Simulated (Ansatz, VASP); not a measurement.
# GaGe3: VASP beside Ansatz

INCAR

```
PREC = Accurate ; ENCUT = 520
EDIFF = 1E-6 ; ISMEAR = -1
SIGMA = 0.05 ; LREAL = False
LASPH = True ; NELM = 60
ALGO = Normal ; ISIF = 2
LWAVE = False ; LCHARG = False
NBANDS = 36
```

KPOINTS

```
regular mesh
0
Gamma
  7 7 7
```

Contents of POSCAR:

```
GaGe3
1.0
    0.0000000000      3.3871670000      3.3871670000
    3.3871670000      0.0000000000      3.3871670000
    3.3871670000      3.3871670000      0.0000000000
Ge Ga
3 1
Direct
    0.5000000000      0.5000000000      0.5000000000
    0.7500000000      0.7500000000      0.7500000000
    0.2500000000      0.2500000000      0.2500000000
    0.0000000000      0.0000000000      0.0000000000
```

Contents of input.yaml:

```yaml
crystal:
  lattice:
    - [0.0, 3.387167, 3.387167]
    - [3.387167, 0.0, 3.387167]
    - [3.387167, 3.387167, 0.0]
  atoms:
    - { symbol: Ge, position: [0.5, 0.5, 0.5] }
    - { symbol: Ge, position: [0.75, 0.75, 0.75] }
    - { symbol: Ge, position: [0.25, 0.25, 0.25] }
    - { symbol: Ga, position: [0.0, 0.0, 0.0] }
hamiltonian:
  xc: lda
  pseudopotentials: { kind: paw }
kpoints:
  mp_grid: { grid: [7, 7, 7] }
scf:
  occupations: { method: fermi_dirac, width: 0.05 }
output:
  forces: true
  stress: true
  eigenvalues: true
```

The cell comes from a database or a generator and needn't be the stable form of this composition.

Alike in both runs: task single point; functional LDA; k mesh 7 × 7 × 7; occupations fermi-dirac, width 0.05 eV; no spin polarisation.

|  | VASP | Ansatz |
| --- | --- | --- |
| version | VASP 6.6.1 | Ansatz 0.2.0 |
| potentials or method | VASP PAW LDA potentials, release 64 (Ge_d, Ga_d) | Ansatz PAW |
| plane-wave cutoff (eV) | 520 | 420 |
| valence electrons in the cell | 55 | 55 |

```csv
,VASP,Ansatz,Ansatz less VASP
gap on the k mesh at the Fermi level (eV),none,none,-
pressure (GPa),-5.5,-5.5,0.00
```

A gap of «none» marks a metal or a gap that the smearing closes.

Caveats: the PAW data sets come from PBE, with cores solved anew for the run's functional, which leaves a small shift of forces and pressure (Ansatz).
